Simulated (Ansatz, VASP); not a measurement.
# TaGe2N4 (TaGe2N4 monolayer) in two plane-wave programs

Aim: how closely do two programs agree when they are given the same cell, functional and k mesh? The structure shown is the start of the Ansatz relaxation below; VASP solves that cell, so the two are compared at the walk's first step.

Program: Ansatz 0.2.0. Level of theory: plane waves, with VASP 6.6.1 beside it; single point at PBEsol with D3(BJ). Results are calculated unless marked as measured.

## (1) The starting structure

The cell holds 7 atoms: 4 N, 2 Ge and 1 Ta. Cell: a = 3.020 Å, b = 3.020 Å, c = 46.204 Å, α = 90.0°, β = 90.0°, γ = 120.0°. Vacuum lies along c.

Structure file:

```
N Ge Ta
1.0
     3.02000    0.00000    0.00000
    -1.51000    2.61540    0.00000
     0.00000    0.00000   46.20381
N Ge Ta
4 2 1
Direct
  0.00000 0.00000 0.41771
  0.33333 0.66667 0.47026
  0.33333 0.66667 0.52974
  0.00000 0.00000 0.58229
  0.33333 0.66667 0.43044
  0.33333 0.66667 0.56956
  0.00000 0.00000 0.50000
```

## (2) Ansatz: relaxation, PBEsol with D3(BJ)

Ansatz runs on its default PAW (the set named soft_2) files.

The two programs are compared at the cell with which this relaxation starts, whose forces are those of its first step.

Contents of input.yaml:

```yaml
crystal:
  lattice:
    - [3.02, 0.0, 0.0]
    - [-1.51, 2.6153967194, 0.0]
    - [0.0, 0.0, 46.2038125637]
  atoms:
    - { symbol: "N", position: [0.0, 0.0, 0.4177144467] }
    - { symbol: Ge, position: [0.3333333333, 0.6666666667, 0.4304355641] }
    - { symbol: "N", position: [0.3333333333, 0.6666666667, 0.4702591176] }
    - { symbol: Ta, position: [0.0, 0.0, 0.5], spin: 1.0 }
    - { symbol: "N", position: [0.3333333333, 0.6666666667, 0.5297408824] }
    - { symbol: Ge, position: [0.3333333333, 0.6666666667, 0.5695644359] }
    - { symbol: "N", position: [0.0, 0.0, 0.5822855533] }
  periodic: [true, true, false]
magnetization:
  spin_polarized: true
kpoints:
  mp_grid: { grid: [12, 12, 1] }
hamiltonian:
  xc: pbesol
  dispersion: d3bj
scf:
  occupations: { method: fermi_dirac, width: 0.05 }
  convergence: { dr2_threshold: 1.0e-09 }
relax:
  f_tol: 0.004
  max_steps: 90
  cell: {}
output:
  write_potential: true
  write_density: true
  volumetric_format: npy
```

Command:

```sh
$ ansatz run input.yaml --threads 4 --pin off --max-ram 6144MiB --backend cpu --events-out ev --progress --plain --runs-dir out
```

Numbers of over 12 decimals in the logs are rounded to 6 here.

What it wrote:

```text
Warning: relax.cell: scf.convergence.dr2_threshold = 1e-9 eV is looser than the 2.25883531276e-10 eV advised for a relaxation that steers and ends on the stress (1e-10 eV for each atom of the cell: 7, times the square of relax.cell.stress_2d_tol = 0.05 N/m over 17.6 Å (the atoms' height at the walk's start and 5 Å past either face), 2.840e-2 GPa, over a crystal's default 0.05). What an SCF threshold leaves in a stress goes as its square root, and in the free energy as the threshold itself, and one threshold admits the most on a small cell: [figures from the program's tests cut] Set scf.convergence.dr2_threshold to 2.25883531276e-10 eV or tighter. [rest of the remark cut]
Engine: ansatz 0.2.0, x86_64-unknown-linux-gnu
Pseudopotentials: kind: paw
Pseudopotential: N, paw, valence charge 5, recommended cutoff 420 eV (normal), N.paw.azcp
Pseudopotential: Ge, paw, valence charge 14, recommended cutoff 420 eV (normal), Ge.paw.azcp
Pseudopotential: Ta, paw, valence charge 13, recommended cutoff 420 eV (normal), Ta.paw.azcp
Functional definition: PBEsol
  exchange = pbesol_x
  correlation = pbesol_c
Crystal: 7 atoms, lattice volume = 364.941 Å³
Basis set: ecut = 420 eV, 7007 PW (Γ), exchange–correlation on 48×48×640 points (8 copies of the dense FFT grid, shifted against one another)
Bands: 38, of which v1, the nominal top of the filled ones, is band 31 counted from 1 (30 counted from 0)
Symmetry: 12 space group operations
Space group: P-6m2 (ITA 187), of the structure as read, at distance tolerance 7.1e-5 Å
Magnetic group: BNS 187.209 (UNI 1439), of the structure as read, at distance tolerance 7.1e-5 Å
k-points: 19 of 144 (time reversal used)
Non-local potential: N, projectors of the file, l = 0: 2, l = 1: 2, l = 2: 1
Non-local potential: Ge, projectors of the file, l = 0: 2, l = 1: 2, l = 2: 3, l = 3: 1
Non-local potential: Ta, projectors of the file, l = 0: 3, l = 1: 2, l = 2: 2, l = 3: 1
PAW form: soft (Blöchl's): semilocal exchange-correlation on the pseudo side does not see the compensation charge
PAW frozen core: N, regenerated for the run's functional, and the local potential with it (the file was generated under x = pbe(κ = 0.804, μ = 0.219515), c = pbe(β = 0.066725))
PAW frozen core: Ge, regenerated for the run's functional, and the local potential with it (the file was generated under x = pbe(κ = 0.804, μ = 0.219515), c = pbe(β = 0.066725))
PAW frozen core: Ta, regenerated for the run's functional, and the local potential with it (the file was generated under x = pbe(κ = 0.804, μ = 0.219515), c = pbe(β = 0.066725))
PAW one-centre angular grid: N, 110 points (default); XC on 64 Gauss nodes
PAW one-centre angular grid: Ge, 590 points (default); XC on 64 Gauss nodes
PAW one-centre angular grid: Ta, 590 points (default); XC on 64 Gauss nodes
Initial density: superposition of atomic densities (neutral atoms: chi_scale 0, normalization atom)
Starting moments: Σ|m| = 1 μB on 1 of 7 sites
Initial wavefunctions: pseudopotential atomic-orbital guess
Functional: x = pbesol(κ = 0.804, μ = 0.123457), c = pbesol(β = 0.046)
SCF iter   1: F=—  HF=-19837.932888 eV  |F-HF|=—  |Δ(HF+E_count)|=         —  Δρ=3.74e-2 (↑3.74e-2 ↓3.70e-2)  dr2=2.35e1  dr2_m=4.04e-2  M=0.774 μB ∫|m|=0.800 μB  β_m=0.30  ethr=3.10e-3  ⟨swp⟩=13.5  Hψ=9937  notcnv=0
Mixer restart at iter 1: flushing history
preconditioner: auto → LDOS  [metal: Δε(μ)=0.037 eV  Ē_g=17.927 eV  σ=0.050 eV  W_gap=0.18  n_scr=28 (ndim 8)  ℏωp=14.2 eV  f_vac=0.757  D(μ)=1.71/eV (n_scr^D=12)]
spin=Collinear: LDOS preconditioning applied to the charge; magnetization (m = ρ↑ − ρ↓) channel mixes plain (no charge-response kernel on spin).
SCF iter   2: F=—  HF=-19832.458776 eV  |F-HF|=—  |Δ(HF+E_count)|=    5.47e0  Δρ=1.65e-2 (↑1.65e-2 ↓1.62e-2)  dr2=4.49e0  dr2_m=1.97e-2  M=0.716 μB ∫|m|=0.752 μB  β_m=0.39  ethr=3.10e-3  ⟨swp⟩=4.7  Hψ=3745  notcnv=0  defer=76
SCF iter   3: F=—  HF=-19831.438223 eV  |F-HF|=—  |Δ(HF+E_count)|=    1.02e0  Δρ=6.23e-3 (↑6.23e-3 ↓6.07e-3)  dr2=3.62e-1  dr2_m=5.44e-3  M=0.647 μB ∫|m|=0.681 μB  β_m=0.55  ethr=3.10e-3  ⟨swp⟩=4.0  Hψ=3201  notcnv=0  defer=75
SCF iter   4: F=—  HF=-19831.416079 eV  |F-HF|=—  |Δ(HF+E_count)|=   2.21e-2  Δρ=1.71e-3 (↑1.71e-3 ↓1.41e-3)  dr2=2.88e-2  dr2_m=1.39e-3  M=0.582 μB ∫|m|=0.605 μB  β_m=0.64  ethr=5.93e-4  ⟨swp⟩=3.4  Hψ=2931  notcnv=0  defer=72
[...]
spin=Collinear: LDOS preconditioning applied to the charge; magnetization (m = ρ↑ − ρ↓) channel mixes plain (no charge-response kernel on spin).
SCF iter   2: F=—  HF=-19832.002716 eV  |F-HF|=—  |Δ(HF+E_count)|=   3.50e-3  Δρ=2.90e-5 (↑2.89e-5 ↓2.90e-5)  dr2=3.06e-7  dr2_m=6.10e-11  M=-0.321 μB ∫|m|=0.326 μB  β_m=0.62  ethr=3.69e-9  ⟨swp⟩=4.3  Hψ=3127  notcnv=0
SCF iter   3: F=—  HF=-19832.003665 eV  |F-HF|=—  |Δ(HF+E_count)|=   9.49e-4  Δρ=3.13e-6 (↑3.13e-6 ↓3.13e-6)  dr2=2.40e-8  dr2_m=4.00e-11  M=-0.321 μB ∫|m|=0.326 μB  β_m=0.58  ethr=5.01e-10  ⟨swp⟩=4.4  Hψ=3298  notcnv=0
SCF iter   4: F=—  HF=-19832.003749 eV  |F-HF|=—  |Δ(HF+E_count)|=   8.38e-5  Δρ=3.54e-7 (↑3.54e-7 ↓3.30e-7)  dr2=9.33e-10  dr2_m=2.43e-11  M=-0.321 μB ∫|m|=0.326 μB  β_m=0.62  ethr=3.93e-11  ⟨swp⟩=4.4  Hψ=3301  notcnv=0
SCF iter   5: F=-19832.003750 eV  HF=-19832.003750 eV  |F-HF|=5.66e-8  |Δ(HF+E_count)|=   9.50e-7  Δρ=1.08e-7 (↑1.08e-7 ↓9.37e-8)  dr2=9.97e-11  dr2_m=8.54e-12  M=-0.321 μB ∫|m|=0.326 μB  ethr=1.53e-12  ⟨swp⟩=15.5  Hψ=14013  notcnv=0
SCF 7 converged in 5 iterations: F = -19832.003750 eV  dr2 = 9.97e-11
relax step   7: F+E_penalty+E_count = -19832.00374965 eV  Δ(F+E_penalty+E_count) = -1.617e-3 eV  max|allowed force component| = 2.786e-3 eV/Å  Δτ_max = 0.0000 Å  P = +0.043 N/m  Ω = 367.373 Å³  fix = [c, alpha, beta]  reactions: c +0.000 N/m  stress off target by 4.34e-2 N/m on what of the cell is left free  SCF on the basis re-selected at this cell (its energy is not comparable with the rows above)  (5 SCF iters)
basis re-selected at this cell: Δ(F+E_penalty+E_count) = -1.617e-3 eV, ΔP = +0.043 N/m vs the last step (what re-selecting the basis moved, of the pressure what is left beyond the Pulay correction that the steps carried, after the strain that the cell walked since its last selection, with what the two solves' SCF thresholds leave and, on support functions, any second-order correction that the steps lacked; it is no m [...]
WARN: The output density's exchange-correlation potential varies sharply where the density is thin. Do not read a vacuum level from v_tot or v_xc, or from such a field of the output density. On a cell that repeats whose density bears no net charge and no dipole along the vacuum's axis use v_es (v_loc + v_h of the components); under efield.dipole_correction with no amplitude use v_es + v_field, which holds any externa [...]
SCF converged after 5 iterations
Magnetization: -0.3206 μB (30.3397 up, 30.6603 down)
Absolute magnetization: 0.3258 μB (∫|ρ↑−ρ↓|, with the PAW one-centre terms)
Spin contamination: 0.0006 ħ² per cell (⟨S²⟩ above its minimum at these occupations)
Per-site moments (μB) at R_I (Å): [(-0.00311034, 0.764362), (-0.00114798, 0.764362), (-0.00402847, 0.768993), (-0.110264, 0.878161), (-0.00402847, 0.768993), (-0.00114798, 0.764362), (-0.00311034, 0.764362)]
Free energy (F): -19832.003750 eV
Harris-Foulkes:  -19832.003750 eV  (|F-HF|=5.66e-8)
Internal energy: -19831.983363 eV  (E = F + TS)
E sigma→0 (E₀):  -19831.993557 eV
Entropy (-TS):   -0.020386 eV (-2.912 meV/atom)
Fermi energy:    -5.649889 eV
--- Per-component energies (eV) ---
  E_band       = -1436.125011
  E_kinetic    = 1115.268301
  E_local      = -365724.813761  (includes V_loc(G=0)·N_el)
  E_nonlocal   = 1050.820020
  E_hartree    = 181797.046275
  E_xc         = -605.282351
  E_vxc        = -637.973610  (∫ρ·V_xc dr)
  E_paw        = -12729.870497  (= ΣΔE_a)
  E_vpaw       = -833.518334  (= ΣTr[D̂ρ^β])
  E_aug_tail   = 0.001139  (compensation charges beyond the density's cutoff)
  E_ewald      = 175264.091797
  E_disp       = -1.406201  (pairwise vdW)
  E_core_change = 2.161914  (= ΣΔE_core)
  E_smearing   = -0.020386  (= −TS)
  E_closure    = 0.000000  (closes the sum)
  Σ components = -19832.003750   (vs F -19832.003750, Δ=0.00e0)
--- Forces (eV/Å), atoms counted from 1 ---
  atom   1  N     -0.00000000    -0.00000000    -0.00237683
  atom   2  Ge     0.00000000     0.00000000     0.00278551
  atom   3  N     -0.00000000    -0.00000000    -0.00159180
  atom   4  Ta    -0.00000000    -0.00000000    -0.00000000
  atom   5  N     -0.00000000    -0.00000000     0.00159180
  atom   6  Ge     0.00000000     0.00000000    -0.00278551
  atom   7  N     -0.00000000    -0.00000000     0.00237683
  max |Σ_I F_I| component: 1.26e-15 eV/Å
--- 2D stress c σ (N/m, compression-positive) ---
        0.043436      -0.000000       0.000000
       -0.000000       0.043436       0.000000
        0.000000       0.000000       0.000000
  P = ½ c Tr σ = 0.0434 N/m
--- Band table (eV; the first three rows and the last of 38) ---
  k-point 0 ↑: bands = [... 27 lower, -7.8282, -7.8282, -7.4087, -5.0574, -3.6239, -2.9024, -1.4883, -1.4883, ... 3 higher]
  k-point 1 ↑: bands = [... 27 lower, -8.0367, -7.9506, -7.2542, -4.7781, -3.2780, -3.1601, -1.4764, -1.2786, ... 3 higher]
  k-point 2 ↑: bands = [... 27 lower, -8.3192, -8.2631, -7.2910, -4.8725, -3.1621, -2.7576, -1.4234, -1.0292, ... 3 higher]
  k-point 18 ↓: bands = [... 27 lower, -9.2934, -7.8884, -7.2364, -5.2656, -2.9394, -1.3798, -1.0841, -0.5130, ... 3 higher]
  the weakly bound empty levels are not read free of the cell's end (no_gap_told)
--- Relaxed structure (6 steps of the walk, 6 accepted, 1 SCFs on fresh bases) ---
  F+E_penalty+E_count = -19832.00374965 eV   max|allowed force component| = 2.786e-3 eV/Å   (the final SCF, on the basis selected at the relaxed cell)
  cell:  # Å, volume = 367.3729 Å³
    - [3.030047, 0.0, 0.0]
    - [-1.515023, 2.624097, 0.0]
    - [0.0, 0.0, 46.2038125637]
  atoms:
    - { symbol: N, position: [1.0573552618554993e-17, -5.135725556199063e-17, 0.420174] }
    - { symbol: Ge, position: [0.333333, 0.666667, 0.433396] }
    - { symbol: N, position: [0.333333, 0.666667, 0.473744] }
    - { symbol: Ta, position: [1.0573552618554993e-17, -5.135725556199063e-17, 0.5] }
    - { symbol: N, position: [0.333333, 0.666667, 0.526256] }
    - { symbol: Ge, position: [0.333333, 0.666667, 0.566604] }
    - { symbol: N, position: [1.0573552618554993e-17, -5.135725556199063e-17, 0.579826] }
```

Reading the cycles: dr2 is the Hartree energy of the density residual (eV), the measure of convergence; HF is the Harris–Foulkes estimate of the energy, which meets the free energy F at convergence.

(Part 1 of 2 ends here.)

[Lines on the potential files, build, host, timing and source positions are cut from VASP's logs without a mark.]

[Logs are printed without paths, hosts, clocks, repeated set-up lines and the standing remarks that a program may print on its own settings, such as how far it seeks lower states.]

[Hosts, paths, dates, database ids (printed as entryN), source tags and the programs' standing remarks are cut or masked in the printed files.]
